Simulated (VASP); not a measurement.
Given:

```yaml
crystal:
  lattice:
    - [0.00000, 2.65582, 2.65582]
    - [2.65582, 0.00000, 2.65582]
    - [2.65582, 2.65582, 0.00000]
  atoms:
    - { symbol: Co, position: [0.00000, 0.00000, 0.00000] }
    - { symbol: Si, position: [0.25000, 0.25000, 0.25000] }
    - { symbol: Si, position: [0.75000, 0.75000, 0.75000] }
```

These are r2SCAN meta-GGA, VASP's PBE PAW potentials (set 64) (plane waves; VASP) values and carry that method's errors. Run with 480 eV cut-off, 10×10×10 Γ-centred mesh, first-order Methfessel-Paxton smearing of 0.10 eV, potentials Co Si.

Each relaxation starts from this cell; other phases were not tried.

**Question.** The cell is relaxed at 10 GPa. What happens?

**Answer.** The volume per atom goes from 12.49 to 11.95 Å³ (-4.3 %), and the cell becomes a = b = c = 5.2337 Å, α = β = γ = 90.00°, space group Fm-3m.

**Question.** The cell is relaxed at 20 GPa. What happens?

**Answer.** The volume per atom goes from 12.49 to 11.50 Å³ (-7.9 %), and the cell becomes a = b = c = 5.1678 Å, α = β = γ = 90.00°, space group Fm-3m.

Failed runs are left out, and for metals the shear rows, which the mesh's noise covers.

The compound is CoSi2 in the fluorite structure. The run is not spin-polarised, so no magnetic state was tried. The electron count is odd and the run is not spin-polarised, which forces a metal.
